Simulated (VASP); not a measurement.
VASP runs on ZnF2 (space group P4_2/mnm) share one base input (PBEsol GGA, plane waves, VASP's PBE PAW potentials (set 64)) and change the settings named in each case.

### POSCAR
```
ZnF2
1.0
  4.7560830000   0.0000000000   0.0000000000
  0.0000000000   4.7560830000   0.0000000000
  0.0000000000   0.0000000000   3.1682920000
Zn F
2 4
Cart
  2.3780415000   2.3780415000   1.5841460000
  0.0000000000   0.0000000000   0.0000000000
  3.3143239994   3.3143239994   0.0000000000
  1.4417590006   1.4417590006   0.0000000000
  3.8198005006   0.9362824994   1.5841460000
  0.9362824994   3.8198005006   1.5841460000
```

### INCAR
```
SYSTEM = ZnF2
PREC = Accurate
ENCUT = 400
EDIFF = 1E-6
NELM = 100
ALGO = Normal
LREAL = .FALSE.
LASPH = .TRUE.
ISMEAR = 0
SIGMA = 0.05
GGA = PS
LMAXMIX = 4
LWAVE = .FALSE.
LCHARG = .FALSE.
ISIF = 2
```

**KPOINTS**
```
kpoints
0
G
5 5 7
0 0 0
```

POTCAR, in this order: Zn F (PBE.64 set). Program: vasp_std.

```tsv
change	E(σ→0) (eV/atom)	pressure (GPa)	largest force (eV/Å)
base run	-4.1255	-13.22	0.057
EDIFF = 1E-09, ENCUT = 560, KPOINTS 7×7×10 Γ-centred mesh	-4.1174	…	…
ISMEAR = -1, SIGMA = 0.136, KPOINTS 4×4×4 Γ-centred mesh	-4.1260	-13.20	0.056
EDIFF = 1E-04, ENCUT = 320, GGA removed, SIGMA = 0.5, KPOINTS 2×2×2 Γ-centred mesh, POTCAR Zn F (LDA.64 set)	-4.5000	-58.81	0.152
ENCUT = 320, KPOINTS 6×6×6 Γ-centred mesh shifted by (0.5, 0.5, 0.5)	-4.1744	-53.96	0.149
AEXX = 0.2, AGGAC = 0.81, AGGAX = 0.72, ALDAC = 0.19, GGA = B3, HFRCUT = -1, ISYM = 3, LHFCALC = .TRUE., PRECFOCK = Fast, KPOINTS 4×4×4 Γ-centred mesh	-4.9105	…	…
AEXX = 0.25, GGA = PE, HFSCREEN = 0.2, ISYM = 3, LHFCALC = .TRUE., PRECFOCK = Fast, KPOINTS 4×4×4 Γ-centred mesh	-5.1078	-10.55	0.040
```

Question: Fill in the missing entries.

Answer: 
- AEXX = 0.2, AGGAC = 0.81, AGGAX = 0.72, ALDAC = 0.19, GGA = B3, HFRCUT = -1, ISYM = 3, LHFCALC = .TRUE., PRECFOCK = Fast, KPOINTS 4×4×4 Γ-centred mesh, pressure (GPa): -9.89
- AEXX = 0.2, AGGAC = 0.81, AGGAX = 0.72, ALDAC = 0.19, GGA = B3, HFRCUT = -1, ISYM = 3, LHFCALC = .TRUE., PRECFOCK = Fast, KPOINTS 4×4×4 Γ-centred mesh, largest force (eV/Å): 0.005
- EDIFF = 1E-09, ENCUT = 560, KPOINTS 7×7×10 Γ-centred mesh, pressure (GPa): -2.74
- EDIFF = 1E-09, ENCUT = 560, KPOINTS 7×7×10 Γ-centred mesh, largest force (eV/Å): 0.070

Energies of different potentials or functionals have different zeros.  At 400 eV the pressure can carry a Pulay error.

Left out are runs that ran out of time, are held back, or changed the cell or the kind of run, fixed moments of cells without a moment, rows past the twelfth, gaps on odd meshes, pressures of charged cells and columns that move by less than the noise.

The structure comes from a computed database's ZnF2 entry; how it stands against other phases isn't given here. The cell was not relaxed at this level, forces remain on its atoms, its lattice was scaled by up to 2.5 %.
